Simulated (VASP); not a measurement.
The input files of a VASP run:

KPOINTS:
```
Regular mesh
0
gamma
  14 14 14
```

### POSCAR
```
VN
1
   -0.0000000000     2.0600441774     2.0600441774
    2.0600441774    -0.0000000000     2.0600441774
    2.0600441774     2.0600441774     0.0000000000
V N
1 1
Direct
  0.0000000000   0.0000000000   0.0000000000
  0.5000000000   0.5000000000   0.5000000000
```

### INCAR
```
SYSTEM = VN
PREC = Accurate
ENCUT = 600
EDIFF = 1E-7
NELM = 100
ALGO = Normal
LREAL = .FALSE.
LASPH = .TRUE.
ISMEAR = 1
SIGMA = 0.1
GGA = PE
LMAXMIX = 4
LWAVE = .FALSE.
LCHARG = .FALSE.
ISIF = 3
IBRION = 2
NSW = 40
EDIFFG = -0.01
PSTRESS = 100
```

POTCAR, in this order: V_sv N (PBE.64 set). Program: vasp_std.

Question: Translate this PBE calculation to Ansatz.

Answer: One equivalent input (not run):
Ansatz 0.2 input:
```yaml
crystal:
  lattice:
    - [0.0000000, 2.0600442, 2.0600442]
    - [2.0600442, 0.0000000, 2.0600442]
    - [2.0600442, 2.0600442, 0.0000000]
  atoms:
    - { symbol: V, position: [0.0000000, 0.0000000, 0.0000000] }
    - { symbol: N, position: [0.5000000, 0.5000000, 0.5000000] }
kpoints:
  mp_grid: { grid: [14, 14, 14] }
hamiltonian:
  xc: pbe
  pseudopotentials: { kind: paw }
scf:
  occupations: { method: methfessel_paxton, width: 0.1 }
  max_iter: 100
relax:
  max_steps: 40
  f_tol: 0.01
  cell: { p_target: 10 }
output: { forces: true, stress: true, eigenvalues: true }
```
What does not carry over: each code has its own PAW files, so the cut-off isn't converted (ENCUT is set for VASP's; basis.ecutwfc is left out, and Ansatz then takes the one that its files recommend); Ansatz stops its SCF on the density residual and VASP on the energy change (EDIFF).

The compound is VN in the rock salt structure, which distorts at low temperature. This run relaxes it under an external pressure of 10 GPa. Symmetry was kept, so distortions that lower it aren't found.
